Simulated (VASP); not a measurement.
Here is the system:

```
LiF
1.0
    0.00000     2.01536     2.01536
    2.01536     0.00000     2.01536
    2.01536     2.01536     0.00000
Li F
1 1
Direct
  0.00000   0.00000   0.00000
  0.50000   0.50000   0.50000
```

Method: optB88-vdW, VASP's PBE PAW potentials (set 64) (plane waves; VASP). Numerical set-up: 520 eV cut-off, 11×11×11 Γ-centred mesh, Gaussian smearing of 0.050 eV, potentials Li_sv F.

Question: Give the energy at these volumes per atom, relative to the lowest: 7.64, 7.88, 8.13, 8.37, 8.62 Å³.

Answer: 9.3, 2.6, 0.0, 0.8, 4.5 meV/atom. A third-order Birch-Murnaghan fit gives B0 = 72.3 GPa and B0′ = 4.7.

The compound is LiF in the rock salt structure. It was relaxed first.
